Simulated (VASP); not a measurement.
Shape and ions are relaxed at each volume.

Input:

Hf has the hexagonal space group P6₃/mmc (No. 194), the hcp (Mg type) structure, Pearson symbol hP2. Lattice parameters: a = b = 3.195 Å, c = 5.031 Å, α = β = 90.00°, γ = 120.00°. Hf on 2c sees 12 Hf at 3.119–3.195 Å (anticuboctahedral). (Neighbours: up to the widest gap in distance over summed covalent radii, below 1.35, at either atom.)

These are r2SCAN meta-GGA, VASP's PBE PAW potentials (set 64) (plane waves; VASP 6.6.1) values and carry that method's errors. Run with 520 eV cut-off, 13×13×7 Γ-centred mesh, first-order Methfessel-Paxton smearing of 0.10 eV, potentials Hf_pv.

Task: Give the energy at these volumes per atom, relative to the lowest: 20.92, 21.59, 22.25, 22.92, 23.59 Å³.

Result: 30.5, 7.1, 0.0, 7.0, 26.5 meV/atom. A third-order Birch-Murnaghan fit gives B0 = 114 GPa and B0′ = 3.2.

Measured: bulk modulus 110 GPa at 0 K (computed value off by +3.7 %), as given by Vázquez-Parga, Fernández-Martínez, Viñes, J. Chem. Theory Comput. (2023), doi:10.1021/acs.jctc.3c00612, Supporting … [zero-point energy and finite temperature contributions removed].

The compound is Hf in the hcp structure. It was relaxed first.
